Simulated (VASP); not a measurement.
# Mg3CdSe2O2: density of states with PBE

The system is Mg3CdSe2O2.

```xyz
8
Lattice="3.6612 0.0000 0.0000 -1.8306 3.1707 0.0000 0.0000 0.0000 12.2987" Properties=species:S:1:pos:R:3 pbc="T T T"
Mg    0.0000    2.1138   11.2695
Mg    0.0000    0.0000    7.9181
Mg    1.8306    1.0569    5.3180
Cd    0.0000    0.0000    1.7573
Se    0.0000    2.1138    3.3429
Se    1.8306    1.0569    9.2771
O     0.0000    0.0000   11.8898
O     0.0000    0.0000    5.9871
```

The cell was built by a generator and needn't be a form met in nature.

```json
{
 "Program": "VASP 6.6.1",
 "Task": "density of states",
 "Functional": "PBE",
 "Potentials or basis": "VASP PAW PBE potentials, release 64 (Mg, Cd, Se, O)",
 "Cutoff": "520 eV",
 "k mesh": "10 × 10 × 4",
 "Occupations": "gaussian, width 0.1 eV",
 "Spin": "no spin polarisation",
 "k mesh for the DOS": "15 × 15 × 6",
 "Occupations for the DOS": "tetrahedron",
 "Further INCAR settings": "ALGO = Normal; EDIFF = 1e-06; NBANDS = 31"
}
```

```json
{
 "Valence electrons inside the program's atomic spheres": "Mg 0.27, 0.41; Cd 10.33; Se 3.92, 4.00; O 4.94, 4.98"
}
```

Levels at points of the mesh, in eV from the Fermi level:
| k point | band 17 | band 18 | band 19 | band 20 | band 21 | band 22 | band 23 | band 24 | band 25 | band 26 |
| --- | --- | --- | --- | --- | --- | --- | --- | --- | --- | --- |
| (0.00, 0.00, 0.00) | -2.04 | -0.54 | -0.54 | -0.17 | 0.00 | 0.00 | 2.24 | 3.15 | 4.37 | 5.29 |
| (0.00, 0.00, 0.50) | -2.77 | -0.54 | -0.54 | 0.00 | 0.00 | 0.66 | 1.15 | 3.88 | 4.29 | 5.62 |

States per cell in windows of 1 eV (zero at the Fermi level; states under -8 eV left out):
| from (eV) | total | O8_p | O7_p | Se5_p | Se6_p | Cd4_p | Cd4_s |
| --- | --- | --- | --- | --- | --- | --- | --- |
| -8.0 | 0.00 | 0.00 | 0.00 | 0.00 | 0.00 | 0.00 | 0.00 |
| -7.0 | 0.00 | 0.00 | 0.00 | 0.00 | 0.00 | 0.00 | 0.00 |
| -6.0 | 1.94 | 0.11 | 0.18 | 0.22 | 0.12 | 0.02 | 0.18 |
| -5.0 | 5.28 | 0.69 | 0.59 | 0.29 | 0.50 | 0.04 | 0.11 |
| -4.0 | 7.50 | 1.76 | 1.64 | 0.26 | 0.33 | 0.07 | 0.07 |
| -3.0 | 5.39 | 0.72 | 0.80 | 0.55 | 0.77 | 0.09 | 0.03 |
| -2.0 | 2.98 | 0.15 | 0.13 | 0.61 | 0.66 | 0.05 | 0.01 |
| -1.0 | 1.11 | 0.01 | 0.01 | 0.42 | 0.18 | 0.02 | 0.00 |
| 0.0 | 0.22 | 0.01 | 0.02 | 0.02 | 0.01 | 0.00 | 0.01 |
| 1.0 | 1.48 | 0.03 | 0.13 | 0.12 | 0.02 | 0.03 | 0.16 |
| 2.0 | 2.33 | 0.12 | 0.10 | 0.08 | 0.08 | 0.06 | 0.09 |
| 3.0 | 2.02 | 0.07 | 0.08 | 0.06 | 0.03 | 0.09 | 0.09 |
| 4.0 | 3.57 | 0.13 | 0.13 | 0.09 | 0.08 | 0.12 | 0.10 |
| 5.0 | 3.31 | 0.08 | 0.07 | 0.08 | 0.10 | 0.12 | 0.06 |
| 6.0 | 4.70 | 0.12 | 0.13 | 0.15 | 0.10 | 0.16 | 0.04 |
| 7.0 | 2.67 | 0.07 | 0.06 | 0.10 | 0.08 | 0.12 | 0.02 |

It took 94 s on 4 MPI ranks on Intel(R) Xeon(R) 6975P-C (Granite Rapids), on a shared host, peak memory 0.74 GiB a rank.
